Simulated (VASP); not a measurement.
```
CELL_PARAMETERS angstrom
      1.50193    -2.60142     0.00000
      1.50193     2.60142     0.00000
      0.00000     0.00000     4.85763
ATOMIC_POSITIONS crystal
  Zn 0.66667 0.33333 0.50191
  Zn 0.33333 0.66667 0.00191
  O  0.66667 0.33333 0.88009
  O  0.33333 0.66667 0.38009
```

Computed with LDA (Ceperley-Alder, Perdew-Zunger), VASP's LDA PAW potentials (set 64) (plane waves; VASP). Run with 620 eV cut-off, 8×8×5 Γ-centred mesh, Gaussian smearing of 0.050 eV, potentials Zn O.

Task: Estimate the energy per atom (σ→0), pressure.

Result: 
energy per atom (σ→0): -5.059 eV/atom
pressure: 44.89 GPa

Only differences to runs with the same potentials and settings are physical.

The compound is ZnO in the wurtzite structure. It was relaxed first under an external pressure of 45 GPa.
